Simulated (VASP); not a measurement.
Set up this calculation in VASP 6.6.1, as the native input.

```yaml
Task: band structure
Functional: PBE
Potentials_or_basis: VASP PAW PBE potentials, release 64 (Mg, Zr_sv, O)
Cutoff: 520 eV
k_mesh: 12 × 12 × 4
Occupations: gaussian, width 0.1 eV
Spin: no spin polarisation
Further_INCAR_settings: ALGO = Normal; EDIFF = 1e-06; NBANDS = 31
```

Crystal: MgZr2O3.

```
Mg Zr O
1.0
     2.99950    0.00000    0.00000
    -1.49975    2.59764    0.00000
     0.00000    0.00000    8.69642
Mg Zr O
1 2 3
Direct
  0.00000 0.00000 0.00000
  0.66667 0.33333 0.67909
  0.33333 0.66667 0.32091
  0.33333 0.66667 0.86342
  0.66667 0.33333 0.13658
  0.00000 0.00000 0.50000
```

The cell was built by a generator and needn't be a form met in nature.

The input as run:

POSCAR

```
MgZr2O3
1.0
    2.9994990000      0.0000000000      0.0000000000
   -1.4997490000      2.5976420000      0.0000000000
    0.0000000000      0.0000000000      8.6964200000
Mg Zr O
1 2 3
Direct
    0.0000000000      0.0000000000      0.0000000000
    0.6666670000      0.3333330000      0.6790940000
    0.3333330000      0.6666670000      0.3209060000
    0.3333330000      0.6666670000      0.8634250000
    0.6666670000      0.3333330000      0.1365750000
    0.0000000000      0.0000000000      0.5000000000
```

INCAR.step1

```
SYSTEM = MgZr2O3
PREC = Accurate
ENCUT = 520
EDIFF = 1E-6
ISMEAR = 0
SIGMA = 0.1
LREAL = .False.
LASPH = .True.
NELM = 100
ALGO = Normal
ISIF = 2
LWAVE = .False.
LCHARG = .True.
LMAXMIX = 4
GGA = PE
NBANDS = 31
```

KPOINTS.step1

```
regular mesh
0
Gamma
  12 12 4
  0 0 0
```

INCAR.step2

```
SYSTEM = MgZr2O3
PREC = Accurate
ENCUT = 520
EDIFF = 1E-6
ISMEAR = 0
SIGMA = 0.05
LREAL = .False.
LASPH = .True.
NELM = 100
ALGO = Normal
ISIF = 2
LWAVE = .False.
LCHARG = .False.
LMAXMIX = 4
GGA = PE
NBANDS = 31
ICHARG = 11
```

KPOINTS.step2

```
path GMKGALHA,LM,KH
20
line-mode
reciprocal
 0.0000000000  0.0000000000  0.0000000000  G
 0.5000000000  0.0000000000  0.0000000000  M

 0.5000000000  0.0000000000  0.0000000000  M
 0.3333333333  0.3333333333  0.0000000000  K

 0.3333333333  0.3333333333  0.0000000000  K
 0.0000000000  0.0000000000  0.0000000000  G

 0.0000000000  0.0000000000  0.0000000000  G
 0.0000000000  0.0000000000  0.5000000000  A

 0.0000000000  0.0000000000  0.5000000000  A
 0.5000000000  0.0000000000  0.5000000000  L

 0.5000000000  0.0000000000  0.5000000000  L
 0.3333333333  0.3333333333  0.5000000000  H

 0.3333333333  0.3333333333  0.5000000000  H
 0.0000000000  0.0000000000  0.5000000000  A

 0.5000000000  0.0000000000  0.5000000000  L
 0.5000000000  0.0000000000  0.0000000000  M

 0.3333333333  0.3333333333  0.0000000000  K
 0.3333333333  0.3333333333  0.5000000000  H
```

Potentials or basis: VASP PAW PBE potentials, release 64 (Mg, Zr_sv, O).

The run is started by

```bash
$ cat potpaw_PBE.64/Mg/POTCAR potpaw_PBE.64/Zr_sv/POTCAR potpaw_PBE.64/O/POTCAR > POTCAR
$ cp INCAR.step1 INCAR
$ cp KPOINTS.step1 KPOINTS
$ mpirun -np 1 vasp_std > vasp.out
$ cp INCAR.step2 INCAR
$ cp KPOINTS.step2 KPOINTS
$ mpirun -np 1 vasp_std > vasp.out
```

It gave:

| Quantity | Value |
| --- | --- |
| Band gap along the path | none (metal or under the smearing width) |

Caveat: the log is that of the step along the path at fixed density, whose energy, stress, charges and moments have no meaning.

Run time: 5.4 min on 1 thread of Intel(R) Xeon(R) Platinum 8259CL CPU @ 2.50GHz (Skylake/Cascade Lake), with other jobs on the host, peak memory 0.44 GiB.
